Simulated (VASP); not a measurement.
Given:

```
CELL_PARAMETERS angstrom
      0.00000     3.25378     3.25378
      3.25378     0.00000     3.25378
      3.25378     3.25378     0.00000
ATOMIC_POSITIONS crystal
  Mg 0.00000 0.00000 0.00000
  Te 0.25000 0.25000 0.25000
```

All values below come from PBE GGA, VASP's PBE PAW potentials (set 64) (plane waves; VASP). Numerical set-up: 400 eV cut-off, 6×6×6 Γ-centred mesh, Gaussian smearing of 0.050 eV, potentials Mg Te.

Unless said otherwise, spin-orbit coupling is left out, though it shifts the bands of the heavy elements here.

Problem. Estimate the energy per atom (σ→0), band gap (on the k-mesh) with the smallest direct gap where there is one.

Solution. 
```
Quantity                                      Value
-----------------------------------  --------------
band gap (on the k-mesh)                    2.32 eV
smallest direct gap (on the k-mesh)         2.32 eV
energy per atom (σ→0)                -3.201 eV/atom
```

Only differences to runs with the same potentials and settings are physical.

The compound is MgTe in the zinc blende structure, whereas wurtzite is the usual form. It was relaxed first. The start is the result of an earlier pass.
